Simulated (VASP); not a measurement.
These are PBE GGA, VASP's PBE PAW potentials (set 64) (plane waves; VASP) values and carry that method's errors.

Input for VASP

**POSCAR**
```
Sc
1
    1.6603645765    -2.8758357182     0.0000000000
    1.6603645765     2.8758357182     0.0000000000
    0.0000000000     0.0000000000     5.1599997645
Sc
2
Direct
  0.3333330000   0.6666670000   0.2500000000
  0.6666670000   0.3333330000   0.7500000000
```

### INCAR
```
IBRION = 2
ISMEAR = 1   # Methfessel-Paxton
ALGO = Normal   # blocked Davidson
NSW = 40   # most ionic steps
LMAXMIX = 4   # l cut-off of mixed one-centre charges
ENCUT = 500
LREAL = .FALSE.
SIGMA = 0.1   # width (eV)
NELM = 100   # most electronic steps
LASPH = .TRUE.
EDIFFG = -0.02   # ionic stop
PSTRESS = 50   # kbar
PREC = Accurate
LCHARG = .FALSE.
EDIFF = 1E-6   # SCF stop (eV)
SYSTEM = Sc
GGA = PE
ISIF = 3   # ions, shape and volume
LWAVE = .FALSE.
```

KPOINTS:
```
K-points
0
G
 13 13 7
0 0 0
```

POTCAR, in this order: Sc_sv (PBE.64 set). Program: vasp_std.

Output of the run:

### OUTCAR
```
 ion  position               nearest neighbor table
   1  0.333  0.667  0.250-   2 3.21   2 3.21   2 3.21   2 3.21   2 3.21   2 3.21
   2  0.667  0.333  0.750-   1 3.21   1 3.21   1 3.21   1 3.21   1 3.21   1 3.21
  LATTYP: Found a hexagonal cell.
 ALAT       =     3.3207290773
 C/A-ratio  =     1.5538755630
 Subroutine PRICEL returns:
 Original cell was already a primitive cell.
 Subroutine GETGRP returns: Found 24 space group operations
The static configuration has the point symmetry D_3d.
 The point group associated with its full space group is D_6h.
The dynamic configuration has the point symmetry D_3d.
 Subroutine INISYM returns: Found 24 space group operations
 Subroutine IBZKPT returns following result:
 Found     84 irreducible k-points:

 Following reciprocal coordinates:
            Coordinates               Weight
  0.000000  0.000000  0.000000      1.000000
  0.076923  0.000000  0.000000      6.000000
  0.153846  0.000000  0.000000      6.000000
  0.230769  0.000000  0.000000      6.000000
  0.307692  0.000000  0.000000      6.000000
  0.384615  0.000000  0.000000      6.000000
  0.461538  0.000000  0.000000      6.000000
  0.076923  0.076923  0.000000      6.000000
  0.153846  0.076923  0.000000     12.000000
  0.230769  0.076923  0.000000     12.000000
  0.307692  0.076923  0.000000     12.000000
  0.384615  0.076923  0.000000     12.000000
  0.461538  0.076923  0.000000      6.000000
  0.153846  0.153846  0.000000      6.000000
  0.230769  0.153846  0.000000     12.000000
  0.307692  0.153846  0.000000     12.000000
  0.384615  0.153846  0.000000     12.000000
  0.230769  0.230769  0.000000      6.000000
  0.307692  0.230769  0.000000     12.000000
  0.384615  0.230769  0.000000      6.000000
  0.307692  0.307692  0.000000      6.000000
  0.000000  0.000000  0.142857      2.000000
...
```

**OSZICAR**
```
       N       E                     dE             d eps       ncg     rms          rms(c)
DAV:   1     0.380269517202E+03    0.38027E+03   -0.10920E+04  2528   0.151E+03
DAV:   2     0.956536720790E+01   -0.37070E+03   -0.36530E+03  3471   0.658E+02
DAV:   3    -0.134824853439E+02   -0.23048E+02   -0.22539E+02  4145   0.188E+02
DAV:   4    -0.138809340407E+02   -0.39845E+00   -0.37934E+00  3981   0.236E+01
DAV:   5    -0.138861772592E+02   -0.52432E-02   -0.52438E-02  4192   0.276E+00    0.760E+00
DAV:   6    -0.126634319778E+02    0.12227E+01   -0.28733E+00  3164   0.221E+01    0.227E+00
DAV:   7    -0.125084272318E+02    0.15500E+00   -0.69549E-01  3318   0.992E+00    0.867E-01
DAV:   8    -0.124984077777E+02    0.10019E-01   -0.28447E-02  3437   0.253E+00    0.240E-01
DAV:   9    -0.124969991319E+02    0.14086E-02   -0.79549E-03  3355   0.110E+00    0.213E-02
DAV:  10    -0.124970151164E+02   -0.15985E-04   -0.13058E-04  4234   0.178E-01    0.753E-03
DAV:  11    -0.124970111300E+02    0.39865E-05   -0.22311E-06  2737   0.239E-02    0.225E-03
DAV:  12    -0.124970125653E+02   -0.14353E-05   -0.56146E-07  2058   0.161E-02    0.102E-03
DAV:  13    -0.124970122862E+02    0.27910E-06   -0.17953E-07  1932   0.843E-03
   1 F= -.10959188E+02 E0= -.10958627E+02  d E =-.109592E+02
       N       E                     dE             d eps       ncg     rms          rms(c)
DAV:   1    -0.149477396559E+02   -0.24507E+01   -0.76517E+01  2520   0.133E+02    0.116E+01
DAV:   2    -0.126733184536E+02    0.22744E+01   -0.63258E+00  3708   0.379E+01    0.372E+00
DAV:   3    -0.123879314641E+02    0.28539E+00   -0.12811E+00  3129   0.150E+01    0.175E+00
DAV:   4    -0.123836279544E+02    0.43035E-02   -0.48384E-02  3752   0.336E+00    0.367E-01
DAV:   5    -0.123818426128E+02    0.17853E-02   -0.11864E-02  3455   0.155E+00    0.446E-02
DAV:   6    -0.123818435251E+02   -0.91234E-06   -0.33415E-04  4325   0.320E-01    0.137E-02
DAV:   7    -0.123818444942E+02   -0.96910E-06   -0.13827E-05  3910   0.542E-02    0.304E-03
DAV:   8    -0.123818439904E+02    0.50376E-06   -0.43188E-07  1776   0.125E-02
   2 F= -.11009594E+02 E0= -.11008822E+02  d E =-.504061E-01
       N       E                     dE             d eps       ncg     rms          rms(c)
DAV:   1    -0.126791554064E+02   -0.29731E+00   -0.72482E+00  2555   0.419E+01    0.337E+00
DAV:   2    -0.124620764117E+02    0.21708E+00   -0.71205E-01  3772   0.129E+01    0.102E+00
DAV:   3    -0.124421647550E+02    0.19912E-01   -0.96382E-02  3143   0.398E+00    0.423E-01
DAV:   4    -0.124416925601E+02    0.47219E-03   -0.44672E-03  3458   0.976E-01    0.801E-02
DAV:   5    -0.124416043080E+02    0.88252E-04   -0.80922E-04  3549   0.410E-01    0.173E-02
DAV:   6    -0.124416040300E+02    0.27800E-06   -0.27470E-05  4254   0.895E-02    0.431E-03
DAV:   7    -0.124416042771E+02   -0.24704E-06   -0.53248E-07  1633   0.140E-02
   3 F= -.11021630E+02 E0= -.11020963E+02  d E =-.624417E-01
       N       E                     dE             d eps       ncg     rms          rms(c)
DAV:   1    -0.124398105303E+02    0.17935E-02   -0.15974E-02  2548   0.195E+00    0.161E-01
DAV:   2    -0.124393312582E+02    0.47927E-03   -0.14848E-03  3786   0.584E-01    0.494E-02
DAV:   3    -0.124392828691E+02    0.48389E-04   -0.23343E-04  3143   0.197E-01    0.214E-02
DAV:   4    -0.124392835967E+02   -0.72759E-06   -0.10219E-05  3758   0.466E-02    0.418E-03
DAV:   5    -0.124392831838E+02    0.41289E-06   -0.19798E-06  1848   0.214E-02
   4 F= -.11021602E+02 E0= -.11020931E+02  d E =-.624140E-01
       N       E                     dE             d eps       ncg     rms          rms(c)
DAV:   1    -0.124440342498E+02   -0.47507E-02   -0.86863E-02  3108   0.632E+00    0.274E-01
DAV:   2    -0.124430036604E+02    0.10306E-02   -0.81472E-03  3762   0.176E+00    0.117E-01
DAV:   3    -0.124427378684E+02    0.26579E-03   -0.81662E-04  4165   0.413E-01    0.433E-02
DAV:   4    -0.124427209084E+02    0.16960E-04   -0.52291E-05  4299   0.101E-01    0.108E-02
DAV:   5    -0.124427206148E+02    0.29364E-06   -0.43183E-06  2909   0.292E-02
   5 F= -.11021795E+02 E0= -.11021178E+02  d E =-.192609E-03
       N       E                     dE             d eps       ncg     rms          rms(c)
DAV:   1    -0.124435489153E+02   -0.82801E-03   -0.46271E-03  3108   0.146E+00    0.632E-02
DAV:   2    -0.124434935707E+02    0.55345E-04   -0.42903E-04  3769   0.403E-01    0.270E-02
DAV:   3    -0.124434799204E+02    0.13650E-04   -0.43148E-05  4179   0.956E-02    0.997E-03
DAV:   4    -0.124434788850E+02    0.10354E-05   -0.24520E-06  2366   0.234E-02    0.255E-03
DAV:   5    -0.124434789491E+02   -0.64071E-07   -0.42246E-07  1309   0.104E-02
   6 F= -.11021807E+02 E0= -.11021203E+02  d E =-.204557E-03
       N       E                     dE             d eps       ncg     rms          rms(c)
DAV:   1    -0.124438558772E+02   -0.37699E-03   -0.10661E-03  3115   0.704E-01    0.303E-02
DAV:   2    -0.124438432654E+02    0.12612E-04   -0.10010E-04  3768   0.197E-01    0.129E-02
DAV:   3    -0.124438403058E+02    0.29596E-05   -0.99198E-06  3760   0.459E-02    0.479E-03
DAV:   4    -0.124438400312E+02    0.27463E-06   -0.51099E-07  1295   0.125E-02
   7 F= -.11021808E+02 E0= -.11021211E+02  d E =-.205851E-03
       N       E                     dE             d eps       ncg     rms          rms(c)
DAV:   1    -0.124422141417E+02    0.16262E-02   -0.33693E-02  3236   0.396E+00    0.175E-01
DAV:   2    -0.124418233679E+02    0.39077E-03   -0.32693E-03  3768   0.114E+00    0.749E-02
DAV:   3    -0.124417124711E+02    0.11090E-03   -0.31829E-04  3913   0.268E-01    0.275E-02
DAV:   4    -0.124417075753E+02    0.48958E-05   -0.24101E-05  4329   0.615E-02    0.700E-03
DAV:   5    -0.124417075676E+02    0.76184E-08   -0.14792E-06  1722   0.194E-02
   8 F= -.11021854E+02 E0= -.11021284E+02  d E =-.453521E-04
```

**OUTCAR**
```
------------------------ aborting loop because EDIFF is reached ----------------------------------------
  FORCE on cell =-STRESS in cart. coord.  units (eV):
  Direction    XX          YY          ZZ          XY          YZ          ZX
  --------------------------------------------------------------------------------------
  Total        1.4138972      1.4138971      1.4193848      0.0000000      0.0000000      0.0000000
  in kB       49.7902320     49.7902284     49.9834753      0.0000000      0.0000000      0.0000000
  external PRESSURE =      -0.1453548 kB  Pullay stress =      50.0000000 kB
  volume of cell :       45.50
      direct lattice vectors                 reciprocal lattice vectors
     1.620018344 -2.805953979  0.000000000     0.308638481 -0.178192516 -0.000000000
     1.620018344  2.805953979 -0.000000000     0.308638481  0.178192516 -0.000000000
     0.000000000 -0.000000000  5.004420603     0.000000000  0.000000000  0.199823332
 POSITION                                       TOTAL-FORCE (eV/Angst)
 -----------------------------------------------------------------------------------
      1.62002      0.93532      1.25111        -0.000000     -0.000000     -0.000000
      1.62002     -0.93532      3.75332         0.000000      0.000000      0.000000
 -----------------------------------------------------------------------------------
    total drift:                                0.000000      0.000672     -0.000014
  FREE ENERGIE OF THE ION-ELECTRON SYSTEM (eV)
  ---------------------------------------------------
  free  energy   TOTEN  =       -12.4417075676 eV

  energy  without entropy=      -12.4399987678  energy(sigma->0) =      -12.44113797
  enthalpy is  TOTEN    =       -11.0218535425 eV   P V=        1.4198540251

 reached required accuracy - stopping structural energy minimisation
```
(Selected blocks of OUTCAR.)

**CONTCAR**
```
Sc
   1.00000000000000
     1.6200183436038240   -2.8059539794648263    0.0000000000000000
     1.6200183436038240    2.8059539794648263   -0.0000000000000000
     0.0000000000000000   -0.0000000000000000    5.0044206026476568
  Sc
     2
Direct
     0.3333330000000032    0.6666669999999968    0.2500000000000000
     0.6666669999999968    0.3333330000000032    0.7500000000000000
```

Energy and stress use the plane-wave basis of the starting cell.

The compound is Sc in the hcp structure. This run relaxes it under an external pressure of 5 GPa. Symmetry was kept, so distortions that lower it aren't found.
